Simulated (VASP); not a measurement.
Calculation: G0W0 on PBE orbitals, VASP's PBE PAW potentials (set 64) (plane waves; VASP).

Input for VASP

POSCAR:
```
SiC
4.360
  0.0000000000   0.5000000000   0.5000000000
  0.5000000000   0.0000000000   0.5000000000
  0.5000000000   0.5000000000   0.0000000000
Si C
1 1
direct
  0.0000000000   0.0000000000   0.0000000000
  0.2500000000   0.2500000000   0.2500000000
```

### INCAR
```
# general
SYSTEM      = SiC
PREC        = Normal
ENCUT       = 500
LREAL       = .FALSE.
LASPH       = .TRUE.
NBANDS      = 240

# electronic loop
ALGO        = EVGW0

# smearing
ISMEAR      = 0
SIGMA       = 0.01

# functional
GGA         = PE

# output
LWAVE       = .FALSE.
LCHARG      = .FALSE.

# other
NELMGW      = 1
NOMEGA      = 64
ENCUTGW     = 250
NBANDSGW    = 12
LSPECTRALGW = .TRUE.
```

**KPOINTS**
```
Automatic mesh
0
Gamma
4 4 4
0 0 0
```

POTCAR, in this order: Si_GW C_GW_new (PBE.64 set). Program: vasp_std. Read from the step before: WAVECAR, WAVEDER.

Output of the run:

File OUTCAR:
```
 ion  position               nearest neighbor table
   1  0.000  0.000  0.000-   2 1.89   2 1.89   2 1.89   2 1.89
   2  0.250  0.250  0.250-   1 1.89   1 1.89   1 1.89   1 1.89
  LATTYP: Found a face centered cubic cell.
 ALAT       =     4.3600000000
 Subroutine PRICEL returns:
 Original cell was already a primitive cell.
 Subroutine GETGRP returns: Found 24 space group operations
The static configuration has the point symmetry T_d .
The dynamic configuration has the point symmetry T_d .
 Subroutine INISYM returns: Found 24 space group operations
 Subroutine IBZKPT returns following result:
 Found      8 irreducible k-points:

 Following reciprocal coordinates:
            Coordinates               Weight
  0.000000  0.000000  0.000000      1.000000
  0.250000  0.000000  0.000000      8.000000
  0.500000  0.000000  0.000000      4.000000
  0.250000  0.250000  0.000000      6.000000
  0.500000  0.250000  0.000000     24.000000
 -0.250000  0.250000  0.000000     12.000000
  0.500000  0.500000  0.000000      3.000000
 -0.250000  0.500000  0.250000      6.000000
 Subroutine IBZKPT_HF returns following result:
   k-points           NKPTS =      8   k-points in BZ     NKDIM =     64   number of bands    NBANDS=    240
   number of dos      NEDOS =    301   number of ions     NIONS =      2
   total plane-waves  NPLWV =   5832
   dimension x,y,z NGX =    18 NGY =   18 NGZ =   18
   dimension x,y,z NGXF=    36 NGYF=   36 NGZF=   36
   ions per type =               1   1
   PREC   = normal    normal or accurate (medium, high low for compatibility)
   ISTART =      1    job   : 0-new  1-cont  2-samecut
   ICHARG =      0    charge: 1-file 2-atom 10-const
   ISPIN  =      1    spin polarized calculation?
   LNONCOLLINEAR =      F non collinear calculations
   LSORBIT =      F    spin-orbit coupling
   INIWAV =      1    electr: 0-lowe 1-rand  2-diag
   ENCUT  =  500.0 eV  36.75 Ry    6.06 a.u.   5.62  5.62  5.62*2*pi/ulx,y,z
   NELM   =     60;   NELMIN=  2; NELMDL=  0     # of ELM steps
...
```

### OSZICAR
```
energies w=
    0.000    0.000    0.541    0.000    1.081    0.000    1.619    0.000
    2.152    0.000    2.682    0.000    3.206    0.000    3.723    0.000
    4.234    0.000    4.738    0.000    5.235    0.000    5.725    0.000
    6.208    0.000    6.684    0.000    7.155    0.000    7.620    0.000
    8.081    0.000    8.537    0.000    8.990    0.000    9.441    0.000
    9.890    0.000   10.339    0.000   10.788    0.000   11.239    0.000
   11.693    0.000   12.151    0.000   12.613    0.000   13.084    0.000
   13.562    0.000   14.050    0.000   14.549    0.000   15.063    0.000
   15.592    0.000   16.139    0.000   16.708    0.000   17.300    0.000
   17.919    0.000   18.570    0.000   19.256    0.000   19.982    0.000
   20.755    0.000   21.582    0.000   22.471    0.000   23.432    0.000
   24.475    0.000   25.616    0.000   26.872    0.000   28.264    0.000
   29.819    0.000   31.570    0.000   33.559    0.000   35.844    0.000
   38.496    0.000   41.618    0.000   45.346    0.000   49.878    0.000
   55.505    0.000   62.674    0.000   72.113    0.000   85.087    0.000
  104.006    0.000  134.110    0.000  189.330    0.000  323.113    0.000
NQ=   1    0.0000    0.0000    0.0000,
 performed        166000 updates of chi_q(r,r)
NQ=   2    0.2500    0.0000    0.0000,
 performed        494000 updates of chi_q(r,r)
NQ=   3    0.5000    0.0000    0.0000,
 performed        776000 updates of chi_q(r,r)
NQ=   4    0.2500    0.2500    0.0000,
 performed       1104000 updates of chi_q(r,r)
NQ=   5    0.5000    0.2500    0.0000,
 performed       1558000 updates of chi_q(r,r)
NQ=   6   -0.2500    0.2500    0.0000,
 performed       1966000 updates of chi_q(r,r)
NQ=   7    0.5000    0.5000    0.0000,
 performed       2213000 updates of chi_q(r,r)
NQ=   8   -0.2500    0.5000    0.2500,
 performed       2529000 updates of chi_q(r,r)
 resolving degeneracies of screened two electron integrals
```

File OUTCAR:
```


 k-point   1 :       0.0000    0.0000    0.0000
  band No.  KS-energies  QP-energies   sigma(KS)   V_xc(KS)     V^pw_x(r,r')   Z            occupation Imag(sigma)

      1      -6.8098      -7.9853     -14.3605     -12.7167     -21.6537       0.7151       2.0000       1.3772
      2       8.6145       7.7813     -15.8656     -14.8050     -17.6226       0.7856       2.0000       0.0591
      3       8.6145       7.7813     -15.8656     -14.8050     -17.6226       0.7856       2.0000       0.0591
      4       8.6145       7.7813     -15.8656     -14.8050     -17.6226       0.7856       2.0000       0.0591
      5      14.8234      15.0976     -12.8067     -13.1604      -7.2190       0.7752       0.0000      -0.0979
      6      15.8530      16.2580     -11.0187     -11.5301      -5.6673       0.7920       0.0000      -0.0950
      7      15.8530      16.2580     -11.0187     -11.5301      -5.6673       0.7920       0.0000      -0.0950
      8      15.8530      16.2580     -11.0187     -11.5301      -5.6673       0.7920       0.0000      -0.0950
      9      23.0457      23.5118     -10.8161     -11.4157      -4.4879       0.7774       0.0000      -0.2438
     10      23.0457      23.5118     -10.8161     -11.4157      -4.4879       0.7774       0.0000      -0.2438
     11      25.0121      25.1211      -9.6226      -9.7608      -2.8688       0.7891       0.0000      -0.4297
     12      25.8213      25.9784     -10.0352     -10.2365      -2.9338       0.7803       0.0000      -0.6123

 k-point   2 :       0.2500    0.0000    0.0000
  band No.  KS-energies  QP-energies   sigma(KS)   V_xc(KS)     V^pw_x(r,r')   Z            occupation Imag(sigma)

      1      -5.6134      -6.7623     -14.4672     -12.9036     -21.4430       0.7348       2.0000       1.1956
      2       4.3044       3.3012     -14.6820     -13.3606     -17.6357       0.7592       2.0000       0.1205
      3       8.0039       7.1382     -15.6345     -14.5295     -17.5308       0.7835       2.0000       0.0625
      4       8.0039       7.1382     -15.6345     -14.5295     -17.5308       0.7835       2.0000       0.0625
      5      14.5537      14.8628     -11.7139     -12.1047      -6.4477       0.7910       0.0000      -0.0871
      6      16.4580      16.8680     -11.0083     -11.5289      -5.4752       0.7876       0.0000      -0.1076
      7      16.4580      16.8680     -11.0083     -11.5289      -5.4752       0.7876       0.0000      -0.1076
      8      17.9430      18.3400     -12.6492     -13.1701      -6.4126       0.7623       0.0000      -0.1706
      9      21.6674      22.0287     -10.5578     -11.0221      -4.3378       0.7781       0.0000      -0.2458
     10      21.6674      22.0287     -10.5578     -11.0221      -4.3378       0.7781       0.0000      -0.2458
     11      23.6969      23.7426      -9.7791      -9.8371      -3.0785       0.7884       0.0000      -0.4404
     12      29.5897      29.8449     -10.6730     -11.0081      -3.0181       0.7616       0.0000      -0.8063

 k-point   3 :       0.5000    0.0000    0.0000
  band No.  KS-energies  QP-energies   sigma(KS)   V_xc(KS)     V^pw_x(r,r')   Z            occupation Imag(sigma)

      1      -3.2362      -4.3380     -15.2744     -13.7709     -21.6578       0.7328       2.0000       0.8560
      2       0.0492      -1.0144     -13.4808     -12.0372     -17.8661       0.7367       2.0000       0.3456
      3       7.5558       6.6591     -15.5697     -14.4213     -17.6191       0.7809       2.0000       0.0665
      4       7.5558       6.6591     -15.5697     -14.4213     -17.6191       0.7809       2.0000       0.0665
      5      13.9977      14.3002     -11.8153     -12.1963      -6.6762       0.7940       0.0000      -0.0797
      6      15.7775      16.1437     -10.6104     -11.0706      -5.2825       0.7956       0.0000      -0.0954
      7      15.7775      16.1437     -10.6104     -11.0706      -5.2825       0.7956       0.0000      -0.0954
      8      18.6411      18.9038     -11.4248     -11.7738      -4.8988       0.7528       0.0000      -0.2172
      9      24.7755      24.9860     -11.2028     -11.4787      -3.9505       0.7631       0.0000      -0.4474
     10      25.7659      26.0826     -11.1458     -11.5625      -3.5235       0.7600       0.0000      -0.6041
     11      25.7659      26.0826     -11.1458     -11.5625      -3.5235       0.7600       0.0000      -0.6041
     12      28.8804      29.3189     -11.6219     -12.1940      -4.2919       0.7664       0.0000      -0.7245

 k-point   4 :       0.2500    0.2500    0.0000
  band No.  KS-energies  QP-energies   sigma(KS)   V_xc(KS)     V^pw_x(r,r')   Z            occupation Imag(sigma)

      1      -5.2110      -6.3550     -14.5325     -12.9622     -21.3631       0.7285       2.0000       1.1094
      2       5.2585       4.2814     -15.4215     -14.1382     -18.1374       0.7615       2.0000       0.0990
      3       6.6691       5.7323     -15.0692     -13.8633     -17.3103       0.7768       2.0000       0.0742
      4       6.6691       5.7323     -15.0692     -13.8633     -17.3103       0.7768       2.0000       0.0742
      5      12.6095      12.8188     -10.5324     -10.7930      -5.7055       0.8029       0.0000      -0.0738
      6      14.9068      15.2291     -10.8792     -11.2819      -5.7374       0.8003       0.0000      -0.0843
      7      19.1430      19.6179     -11.8944     -12.5166      -5.5844       0.7634       0.0000      -0.1817
      8      19.1430      19.6179     -11.8944     -12.5166      -5.5844       0.7634       0.0000      -0.1817
      9      20.0932      20.4636     -12.4612     -12.9441      -5.9561       0.7668       0.0000      -0.2197
     10      24.8498      25.2963     -10.8242     -11.3979      -4.0898       0.7783       0.0000      -0.3977
     11      28.9955      29.1866     -10.4691     -10.7134      -2.9422       0.7822       0.0000      -0.8977
     12      28.9955      29.1866     -10.4691     -10.7134      -2.9422       0.7822       0.0000      -0.8977

 k-point   5 :       0.5000    0.2500    0.0000
  band No.  KS-energies  QP-energies   sigma(KS)   V_xc(KS)     V^pw_x(r,r')   Z            occupation Imag(sigma)

      1      -2.8532      -3.9509     -15.2066     -13.6908     -21.3932       0.7242       2.0000       0.7832
      2       1.5278       0.4696     -14.1676     -12.7486     -18.0949       0.7458       2.0000       0.2526
      3       4.6388       3.6579     -14.3888     -13.1031     -17.0937       0.7630       2.0000       0.1048
      4       6.2932       5.3356     -15.0322     -13.7957     -17.3964       0.7744       2.0000       0.0785
      5      12.2907      12.4825     -10.6243     -10.8627      -5.8961       0.8044       0.0000      -0.0704
      6      16.5453      16.9249     -11.8016     -12.2843      -6.3267       0.7865       0.0000      -0.1041
      7      19.0508      19.4875     -11.4180     -11.9830      -5.1830       0.7730       0.0000      -0.1883
      8      19.0656      19.4902     -12.0056     -12.5589      -5.6584       0.7672       0.0000      -0.1844
      9      22.5380      22.9218     -12.1777     -12.6895      -4.8010       0.7500       0.0000      -0.3880
     10      26.0683      26.4089     -11.0891     -11.5430      -3.5821       0.7502       0.0000      -0.5802
     11      28.7684      28.9684     -10.7361     -10.9974      -3.1747       0.7652       0.0000      -0.7834
     12      30.4262      30.8889     -11.7937     -12.3985      -4.1742       0.7651       0.0000      -0.8586

 k-point   6 :      -0.2500    0.2500    0.0000
  band No.  KS-energies  QP-energies   sigma(KS)   V_xc(KS)     V^pw_x(r,r')   Z            occupation Imag(sigma)

      1      -3.7817      -4.9058     -14.8583     -13.3354     -21.2920       0.7381       2.0000       0.9167
      2       2.6531       1.6128     -14.5952     -13.2084     -18.1926       0.7501       2.0000       0.1949
      3       4.2536       3.2583     -14.1472     -12.8416     -16.9605       0.7623       2.0000       0.1139
      4       7.4238       6.5291     -15.4302     -14.2842     -17.4617       0.7808       2.0000       0.0666
      5      14.0885      14.3662     -10.8195     -11.1677      -5.7211       0.7974       0.0000      -0.0837
      6      17.3421      17.6777     -12.1185     -12.5512      -6.1744       0.7755       0.0000      -0.1412
      7      17.5903      18.0074     -11.1069     -11.6422      -5.1595       0.7792       0.0000      -0.1499
      8      18.4470      18.9542     -12.6836     -13.3403      -6.6146       0.7725       0.0000      -0.1451
      9      20.8342      21.2007     -10.5637     -11.0276      -4.5511       0.7902       0.0000      -0.2122
     10      24.0137      24.3081     -11.0617     -11.4511      -3.6225       0.7559       0.0000      -0.4746
     11      28.3223      28.5563     -10.8292     -11.1370      -3.3457       0.7605       0.0000      -0.7273
     12      29.5637      29.8233     -11.2855     -11.6250      -3.3215       0.7647       0.0000      -0.9175

 k-point   7 :       0.5000    0.5000    0.0000
  band No.  KS-energies  QP-energies   sigma(KS)   V_xc(KS)     V^pw_x(r,r')   Z            occupation Imag(sigma)

      1      -1.7782      -2.8803     -15.7747     -14.2595     -21.7332       0.7274       2.0000       0.6611
      2       0.7876      -0.2655     -13.9296     -12.5096     -18.0940       0.7416       2.0000       0.3003
      3       5.4116       4.4093     -14.8242     -13.5208     -17.4716       0.7690       2.0000       0.0914
      4       5.4116       4.4093     -14.8242     -13.5208     -17.4716       0.7690       2.0000       0.0914
      5       9.9213      10.0067     -10.3761     -10.4814      -6.0841       0.8105       0.0000      -0.0599
      6      12.8788      13.1204     -10.4893     -10.7868      -5.7851       0.8120       0.0000      -0.0676
      7      22.5984      23.0316     -12.2803     -12.8674      -4.6312       0.7379       0.0000      -0.4075
      8      22.5984      23.0316     -12.2803     -12.8674      -4.6312       0.7379       0.0000      -0.4075
      9      23.3921      23.8614     -13.4653     -14.1067      -5.7352       0.7317       0.0000      -0.3963
...
```
(Selected blocks of OUTCAR.)

The mesh is coarse and the basis finite, so the quasiparticle values are not converged.

The compound is SiC in the zinc blende structure. The cell was not relaxed at this level. The k-mesh is coarse (spacing up to 0.62 per Å, 2π included), so the numbers may not be converged in it.
